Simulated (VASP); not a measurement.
```
CELL_PARAMETERS angstrom
      0.00000     2.77000     2.77000
      2.77000     0.00000     2.77000
      2.77000     2.77000     0.00000
ATOMIC_POSITIONS crystal
  Ba 0.00000 0.00000 0.00000
  O  0.50000 0.50000 0.50000
```

Method: PBE GGA with D4 dispersion, VASP's PBE PAW potentials (set 64) (plane waves; VASP 6.6.1). Run with 520 eV cut-off, 8×8×8 Γ-centred mesh, Gaussian smearing of 0.050 eV, potentials Ba_sv O.

Unless said otherwise, spin-orbit coupling is left out, though it shifts the bands of the heavy elements here.

Task: Estimate the energy per atom (σ→0), pressure, band gap (on the k-mesh) with the smallest direct gap where there is one.

Result: 
```yaml
band gap (on the k-mesh): 1.98 eV
smallest direct gap (on the k-mesh): 1.98 eV
energy per atom (σ→0): -6090 meV/atom
pressure: 1.47 GPa
```

The absolute energy has meaning only against runs of the same code, potentials and settings.

The compound is BaO in the rock salt structure. The cell was not relaxed at this level. The run is one of a series of settings (IVDW = 13 against the base run), some of them coarse on purpose.
